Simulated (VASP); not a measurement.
## VAl (relaxed from the zinc blende structure, space group F-43m): computed properties

Computed with PBEsol GGA, VASP's PBE PAW potentials (set 64) (plane waves; VASP).

```
Item                                                                   Value
----------------------------------  ----------------------------------------
space group                                                      F-43m (216)
cell                                 a = b = c = 5.665 Å, α = β = γ = 90.00°
volume per atom                                                22.73 Å³/atom
band gap (over mesh and band path)  none (metal, semimetal or under 0.01 eV)
density                                                           2.85 g/cm³
```

```yaml
crystal:
  lattice:
    - [0.00000, 2.83262, 2.83262]
    - [2.83262, 0.00000, 2.83262]
    - [2.83262, 2.83262, 0.00000]
  atoms:
    - { symbol: V, position: [0.00000, 0.00000, 0.00000] }
    - { symbol: Al, position: [0.25000, 0.25000, 0.25000] }
```

The structure was generated: VAl was put into the zinc blende type (F-43m), which need not be its known phase. It was relaxed first, which changed the volume by -28 %. Symmetry was kept, so distortions that lower it aren't found.
